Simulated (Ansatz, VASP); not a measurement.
# Two plane-wave programs on LuSc2N3

```
Lu Sc N
1.0
     4.22344    0.00000    0.00000
     0.00000    4.22344    0.00000
     0.00000    0.00000    6.12016
Lu Sc N
1 2 3
Direct
  0.50000 0.50000 0.00000
  0.00000 0.50000 0.50000
  0.50000 0.00000 0.50000
  0.50000 0.50000 0.66021
  0.50000 0.50000 0.33979
  0.00000 0.00000 0.50000
```

Alike in both runs: functional PBE; k mesh 4 × 4 × 4; occupations gaussian, width 0.1 eV; no spin polarisation.

Ansatz relaxed the structure, and its values are those at the end. VASP's run is a single point on that final structure, the one shown.

|  | VASP | Ansatz |
| --- | --- | --- |
| version | VASP 6.6.1 | Ansatz 0.2.0 |
| potentials or method | VASP PAW PBE potentials, release 64 (Lu, Sc_sv, N) | scalar-relativistic, plane waves, PAW |
| plane-wave cutoff (eV) | 520 | 420 |
| valence electrons in the cell | 62 | 62 |

|  | VASP | Ansatz | Ansatz less VASP |
| --- | --- | --- | --- |
| gap on the k mesh at the Fermi level (eV) | none | none | - |
| pressure (GPa) | 0.7 | 0.0 | -0.67 |
| rms of the force components (eV/Å) | 0.026 | 0.003 | -0.0223 |

A gap of «none» marks a metal or a gap that the smearing closes. With one functional, cell and mesh, what is left measures potentials, basis and numerics.

Caveats: the k mesh is coarse (spacing up to 0.37 Å⁻¹), so the values aren't converged. The runs have no spin-orbit coupling, so splittings on Lu are missing.
